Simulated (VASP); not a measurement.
These are optB88-vdW, VASP's PBE PAW potentials (set 64) (plane waves; VASP 6.6.1) values and carry that method's errors.

VASP ran on this input.

INCAR:
```
SYSTEM = SnO2
PREC = Accurate; ENCUT = 520; LREAL = .False.
LASPH = .True.
EDIFF = 1E-7; NELM = 100; ALGO = Normal
LMAXMIX = 4
ISMEAR = 0; SIGMA = 0.05
GGA = BO; LUSE_VDW = .True.; AGGAC = 0.0
PARAM1 = 0.1833333333; PARAM2 = 0.22
IBRION = 2; NSW = 30; ISIF = 4
EDIFFG = -0.01
LWAVE = .False.; LCHARG = .False.
```

**POSCAR**
```
SnO2
1
    4.8509048347     0.0000000000     0.0000000000
    0.0000000000     4.8509048347     0.0000000000
    0.0000000000     0.0000000000     3.2770609455
Sn O
2 4
Direct
  0.0000000000   0.0000000000   0.0000000000
  0.5000000000   0.5000000000   0.5000000000
  0.3061898858   0.3061898858   0.0000000000
  0.8061898858   0.1938101142   0.5000000000
  0.1938101142   0.8061898858   0.5000000000
  0.6938101142   0.6938101142   0.0000000000
```

File KPOINTS:
```
Automatic mesh
0
Gamma
5 5 7
0 0 0
```

POTCAR, in this order: Sn_d O (PBE.64 set). Program: vasp_std.

The resulting files:

OSZICAR:
```
       N       E                     dE             d eps       ncg     rms          rms(c)
DAV:   1     0.671152924456E+03    0.67115E+03   -0.26356E+04  1588   0.256E+03
DAV:   2     0.658037292351E+02   -0.60535E+03   -0.58528E+03  1724   0.688E+02
DAV:   3    -0.267473170741E+02   -0.92551E+02   -0.91147E+02  1712   0.225E+02
DAV:   4    -0.312929779948E+02   -0.45457E+01   -0.45296E+01  1783   0.560E+01
DAV:   5    -0.314410646545E+02   -0.14809E+00   -0.14805E+00  1870   0.101E+01    0.161E+01
DAV:   6    -0.246171625669E+02    0.68239E+01   -0.29099E+01  2376   0.758E+01    0.553E+00
DAV:   7    -0.247226475498E+02   -0.10548E+00   -0.23159E+00  1635   0.934E+00    0.315E+00
DAV:   8    -0.246980853922E+02    0.24562E-01   -0.38716E-01  2250   0.548E+00    0.887E-01
DAV:   9    -0.246785574915E+02    0.19528E-01   -0.11204E-01  2365   0.398E+00    0.152E-01
DAV:  10    -0.246792664630E+02   -0.70897E-03   -0.73470E-03  2258   0.880E-01    0.673E-02
DAV:  11    -0.246792536459E+02    0.12817E-04   -0.73539E-04  2371   0.316E-01    0.254E-02
DAV:  12    -0.246792610629E+02   -0.74170E-05   -0.54854E-05  1783   0.522E-02    0.216E-02
DAV:  13    -0.246792559244E+02    0.51385E-05   -0.24876E-05  2418   0.542E-02    0.160E-03
DAV:  14    -0.246792562647E+02   -0.34021E-06   -0.16985E-06  1755   0.945E-03    0.839E-04
DAV:  15    -0.246792563172E+02   -0.52493E-07   -0.31997E-08  1157   0.200E-03
   1 F= -.24679256E+02 E0= -.24679256E+02  d E =-.246793E+02
       N       E                     dE             d eps       ncg     rms          rms(c)
DAV:   1    -0.246859534852E+02   -0.66972E-02   -0.80668E-01  1536   0.635E+00    0.497E-01
DAV:   2    -0.246843098981E+02    0.16436E-02   -0.36231E-02  1864   0.171E+00    0.290E-01
DAV:   3    -0.246816658628E+02    0.26440E-02   -0.31654E-03  2110   0.722E-01    0.665E-02
DAV:   4    -0.246816747968E+02   -0.89340E-05   -0.11047E-03  1895   0.239E-01    0.218E-02
DAV:   5    -0.246816683214E+02    0.64753E-05   -0.10039E-04  1719   0.100E-01    0.758E-03
DAV:   6    -0.246816678083E+02    0.51316E-06   -0.11520E-05  2067   0.367E-02    0.289E-03
DAV:   7    -0.246816679810E+02   -0.17276E-06   -0.11035E-06  2144   0.898E-03    0.210E-03
DAV:   8    -0.246816678818E+02    0.99166E-07   -0.19482E-07  1444   0.489E-03
   2 F= -.24681668E+02 E0= -.24681668E+02  d E =-.241156E-02
       N       E                     dE             d eps       ncg     rms          rms(c)
DAV:   1    -0.246818058536E+02   -0.13787E-03   -0.17478E-02  1558   0.935E-01    0.733E-02
DAV:   2    -0.246817694525E+02    0.36401E-04   -0.78201E-04  1848   0.255E-01    0.428E-02
DAV:   3    -0.246817124274E+02    0.57025E-04   -0.68689E-05  2172   0.106E-01    0.988E-03
DAV:   4    -0.246817125247E+02   -0.97321E-07   -0.23889E-05  1941   0.339E-02    0.321E-03
DAV:   5    -0.246817122585E+02    0.26623E-06   -0.21117E-06  1748   0.146E-02    0.110E-03
DAV:   6    -0.246817122815E+02   -0.23022E-07   -0.22371E-07  1464   0.583E-03
   3 F= -.24681712E+02 E0= -.24681712E+02  d E =-.245596E-02
       N       E                     dE             d eps       ncg     rms          rms(c)
DAV:   1    -0.246817140747E+02   -0.18162E-05   -0.42461E-04  1579   0.146E-01    0.113E-02
DAV:   2    -0.246817133094E+02    0.76530E-06   -0.19040E-05  1840   0.398E-02    0.659E-03
DAV:   3    -0.246817120097E+02    0.12997E-05   -0.15220E-06  1771   0.163E-02    0.157E-03
DAV:   4    -0.246817120103E+02   -0.58390E-09   -0.68414E-07  1794   0.570E-03
   4 F= -.24681712E+02 E0= -.24681712E+02  d E =-.245569E-02
       N       E                     dE             d eps       ncg     rms          rms(c)
DAV:   1    -0.246817951392E+02   -0.83129E-04   -0.12844E-02  1488   0.785E-01    0.547E-02
DAV:   2    -0.246817751252E+02    0.20014E-04   -0.26222E-04  1996   0.160E-01    0.328E-02
DAV:   3    -0.246817530627E+02    0.22062E-04   -0.17234E-05  2284   0.569E-02    0.552E-03
DAV:   4    -0.246817529172E+02    0.14544E-06   -0.49767E-06  2030   0.162E-02    0.160E-03
DAV:   5    -0.246817528732E+02    0.44008E-07   -0.21446E-07  1321   0.490E-03
   5 F= -.24681753E+02 E0= -.24681753E+02  d E =-.408629E-04
```

OUTCAR:
```
------------------------ aborting loop because EDIFF is reached ----------------------------------------
  FORCE on cell =-STRESS in cart. coord.  units (eV):
  Direction    XX          YY          ZZ          XY          YZ          ZX
  --------------------------------------------------------------------------------------
  Total       -2.2679394     -2.2679394     -2.2695741     -0.0000000      0.0000000      0.0000000
  in kB      -47.1207286    -47.1207286    -47.1546930     -0.0000000      0.0000000      0.0000000
  external PRESSURE =     -47.1320501 kB  Pullay stress =       0.0000000 kB
  volume of cell :       77.11
      direct lattice vectors                 reciprocal lattice vectors
     4.863015181  0.000000000  0.000000000     0.205633740 -0.000000000  0.000000000
     0.000000000  4.863015181  0.000000000    -0.000000000  0.205633740  0.000000000
     0.000000000  0.000000000  3.260759567     0.000000000  0.000000000  0.306677012
 POSITION                                       TOTAL-FORCE (eV/Angst)
 -----------------------------------------------------------------------------------
      0.00000      0.00000      0.00000        -0.000000     -0.000000     -0.000000
      2.43151      2.43151      1.63038        -0.000000     -0.000000     -0.000000
      1.49193      1.49193      0.00000        -0.002986     -0.002986     -0.000000
      3.92344      0.93957      1.63038        -0.002986      0.002986      0.000000
      0.93957      3.92344      1.63038         0.002986     -0.002986     -0.000000
      3.37108      3.37108      0.00000         0.002986      0.002986      0.000000
 -----------------------------------------------------------------------------------
    total drift:                                0.000000      0.000000      0.000000
  FREE ENERGIE OF THE ION-ELECTRON SYSTEM (eV)
  ---------------------------------------------------
  free  energy   TOTEN  =       -24.6817528732 eV

  energy  without entropy=      -24.6817528732  energy(sigma->0) =      -24.68175287

 reached required accuracy - stopping structural energy minimisation
```
(Selected blocks of OUTCAR.)

### CONTCAR
```
SnO2
   1.00000000000000
     4.8630151806962099    0.0000000000000000    0.0000000000000000
     0.0000000000000000    4.8630151806962099    0.0000000000000000
     0.0000000000000000    0.0000000000000000    3.2607595665966826
  Sn              O
     2     4
Direct
     0.0000000000000000    0.0000000000000000    0.0000000000000000
     0.5000000000000000    0.5000000000000000    0.5000000000000000
     0.3067918952118695    0.3067918952118695    0.0000000000000000
     0.8067918952118696    0.1932081047881305    0.5000000000000000
     0.1932081047881305    0.8067918952118696    0.5000000000000000
     0.6932081047881304    0.6932081047881304    0.0000000000000000
```

File OUTCAR:
```
 val. band max:        5.0431404165   @ k =   0.0000   0.0000   0.0000

 cond. band min:       5.4913695563   @ k =   0.0000   0.0000   0.0000


 Fermi energy:         5.2801259167

 k-point     1 :       0.0000    0.0000    0.0000
  band No.  band energies     occupation
      1     -15.9374      2.00000
      2     -15.3445      2.00000
      3     -15.1749      2.00000
      4     -15.1524      2.00000
      5     -15.1524      2.00000
      6     -15.0839      2.00000
      7     -15.0618      2.00000
      8     -15.0000      2.00000
      9     -14.9646      2.00000
     10     -14.9646      2.00000
     11     -13.3921      2.00000
     12     -11.7185      2.00000
     13     -11.7185      2.00000
     14     -10.3437      2.00000
     15      -2.7951      2.00000
     16       1.2590      2.00000
     17       1.2590      2.00000
     18       1.3750      2.00000
     19       2.2249      2.00000
     20       3.0793      2.00000
     21       3.1214      2.00000
     22       3.8070      2.00000
     23       3.8070      2.00000
     24       4.3321      2.00000
     25       4.3321      2.00000
     26       5.0431      2.00000
     27       5.4914      0.00000
     28      10.4791      0.00000
     29      11.0353      0.00000
     30      11.0353      0.00000
     31      15.0139      0.00000

 k-point     2 :       0.2000    0.0000    0.0000
  band No.  band energies     occupation
      1     -15.8883      2.00000
      2     -15.3987      2.00000
      3     -15.1731      2.00000
      4     -15.1506      2.00000
      5     -15.1505      2.00000
      6     -15.1160      2.00000
      7     -15.0551      2.00000
      8     -15.0051      2.00000
      9     -14.9668      2.00000
     10     -14.9667      2.00000
     11     -13.2735      2.00000
     12     -11.9455      2.00000
     13     -11.5466      2.00000
     14     -10.4145      2.00000
     15      -2.5337      2.00000
     16       0.5596      2.00000
     17       1.4223      2.00000
...
```

Unless said otherwise, spin-orbit coupling is left out, though it shifts the bands of the heavy elements here.

The compound is SnO2 in the rutile structure. This cell is one point of a volume scan, at 1.03 of the reference volume. Symmetry was kept, so distortions that lower it aren't found.
